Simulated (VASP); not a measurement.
TiMoSe3:

```xyz
10
Lattice="6.7722 0.0000 0.0000 0.0000 6.7722 0.0000 0.0000 0.0000 4.7995" Properties=species:S:1:pos:R:3 pbc="T T T"
Ti    0.0000    0.0000    0.0000
Ti    3.3861    3.3861    0.0000
Mo    0.0000    3.3861    2.3997
Mo    3.3861    0.0000    2.3997
Se    0.0000    0.0000    2.3997
Se    3.3861    3.3861    2.3997
Se    1.8563    5.2424    0.0000
Se    1.5298    1.8563    0.0000
Se    4.9160    1.5298    0.0000
Se    5.2424    4.9160    0.0000
```

The cell was built by a generator and needn't be a form met in nature.

```yaml
Program: VASP 6.6.1
Task: relaxation of cell and atoms
Functional: PBE
Potentials_or_basis: VASP PAW PBE potentials, release 64 (Ti_sv, Mo_sv, Se)
Cutoff: 520 eV
k_mesh: 2 × 2 × 3
Occupations: gaussian, width 0.15 eV
Spin: no spin polarisation
```

At the start: pressure 0.9 GPa; volume 22.01 Å³/atom.

Task: How do energy, volume and symmetry change on relaxing?

Result: Over 18 steps the energy falls by 435.5 meV/atom and the volume is 20.93 Å³/atom (-4.9 %); space group P4/mbm (No. 127, to 0.05 Å).

The path:
```tsv
step	energy change (eV)	largest force (eV/Å)	pressure (GPa)	volume (Å³)
1	0.0000	1.1818	0.93	220.12
2	-0.3243	1.3743	-0.80	224.18
3	-1.0608	1.6075	-4.43	236.39
4	-1.3288	1.0305	-6.36	260.82
5	-1.4719	1.4337	-6.24	249.03
6	-1.5674	1.3652	-6.13	248.84
7	-1.8263	1.2397	-5.78	248.28
8	-2.2071	0.9036	-4.56	247.14
9	-2.0147	0.4452	-0.32	244.76
10	-2.3121	0.4972	-3.50	246.34
11	-2.6237	0.4295	-3.54	243.25
12	-3.4282	0.2382	-3.56	233.91
13	-4.3105	0.2793	-1.55	214.94
14	-4.3227	0.3891	-1.08	212.47
15	-4.3223	0.3558	-1.17	213.16
16	-4.3428	0.2443	-0.42	211.10
17	-4.3481	0.1613	0.46	209.13
18	-4.3550	0.0689	0.28	209.26
```

Final structure:
```
Ti Mo Se
1.0
     6.62650    0.00000    0.00000
     0.00000    6.62650    0.00000
     0.00000    0.00000    4.76559
Ti Mo Se
2 2 6
Direct
  0.00000 0.00000 0.00000
  0.50000 0.50000 0.00000
  0.00000 0.50000 0.50000
  0.50000 0.00000 0.50000
  0.00000 0.00000 0.50000
  0.50000 0.50000 0.50000
  0.35337 0.85337 0.00000
  0.14663 0.35337 0.00000
  0.64663 0.14663 0.00000
  0.85337 0.64663 0.00000
```

Caveat: the k mesh is coarse (spacing up to 0.46 Å⁻¹), so the values aren't converged; the relaxation stopped at a loose force limit of 0.08 eV/Å, so its end isn't a converged minimum.
